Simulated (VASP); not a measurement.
Here is the system:

```
CELL_PARAMETERS angstrom
      2.16240    -3.74539     0.00000
      2.16240     3.74539     0.00000
      0.00000     0.00000     6.99720
ATOMIC_POSITIONS crystal
  Cd 0.00000 0.00000 0.00000
  I  0.33333 0.66667 0.24900
  I  0.66667 0.33333 0.75100
```

Level of theory: PBE GGA, VASP's PBE PAW potentials (set 64) (plane waves; VASP). Numerical set-up: 400 eV cut-off, 5×5×3 Γ-centred mesh, tetrahedra with Blöchl corrections, potentials Cd I.

### Question
Estimate the energy per atom (σ→0).

### Answer

```
Item                                Value
---------------------  ------------------
energy per atom (σ→0)  -177.4 kJ/mol-atom
```

Only differences to runs with the same potentials and settings are physical.

The compound is CdI2 in the 1T layered structure. The cell was not relaxed at this level. The run is one of a series of settings (ISMEAR = -5, SIGMA removed against the base run), some of them coarse on purpose.
